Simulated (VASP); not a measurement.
VASP input:

INCAR:
```
ALGO = Normal
EDIFF = 1E-6
ENCUT = 400
GGA = PS
ISIF = 2
ISMEAR = 0
LASPH = .TRUE.
LCHARG = .FALSE.
LMAXMIX = 4
LREAL = .FALSE.
LWAVE = .FALSE.
NELM = 100
PREC = Accurate
SIGMA = 0.01
SYSTEM = NaLiZnS2
```

KPOINTS:
```
Automatic mesh
0
Gamma
10 10 5
0 0 0
```

File POSCAR:
```
NaLiZnS2
6.6873730
  0.5835503717   0.0000000000   0.0000000000
 -0.2917751111   0.5053694478   0.0000000000
  0.0000000000   0.0000000000   1.0000000000
Na Li Zn S
1 1 1 2
Cart
  0.0000000000   0.0000000000   0.0261600000
 -0.0000002419   0.3369131336   0.3566500000
  0.2917755026   0.1684563141   0.6116300000
 -0.0000002419   0.3369131336   0.7338100000
  0.2917755026   0.1684563141   0.2717400000
```

POTCAR, in this order: Na_pv Li_sv Zn S (PBE.64 set). Program: vasp_std.

Question: Write an equivalent input for Ansatz.

Answer: One equivalent input (not run):
Ansatz 0.2 input:
```yaml
crystal:
  lattice:
    - [3.9024190, 0.0000000, 0.0000000]
    - [-1.9512090, 3.3795940, 0.0000000]
    - [0.0000000, 0.0000000, 6.6873730]
  atoms:
    - { symbol: Na, position: [0.0000000, 0.0000000, 0.0261600] }
    - { symbol: Li, position: [0.3333330, 0.6666670, 0.3566500] }
    - { symbol: Zn, position: [0.6666670, 0.3333330, 0.6116300] }
    - { symbol: S, position: [0.3333330, 0.6666670, 0.7338100] }
    - { symbol: S, position: [0.6666670, 0.3333330, 0.2717400] }
kpoints:
  mp_grid: { grid: [10, 10, 5] }
hamiltonian:
  xc: pbesol
  pseudopotentials: { kind: paw }
scf:
  occupations: { method: gaussian, width: 0.01 }
  max_iter: 100
output: { forces: true, stress: true, eigenvalues: true }
```
What does not carry over: each code has its own PAW files, so the cut-off isn't converted (ENCUT is set for VASP's; basis.ecutwfc is left out, and Ansatz then takes the one that its files recommend); Ansatz stops its SCF on the density residual and VASP on the energy change (EDIFF).

The structure comes from a computed database's NaLiZnS2 entry (P3m1); how it stands against other phases isn't given here. The cell was not relaxed at this level, and its volume differs by -5.9 % from the start's.
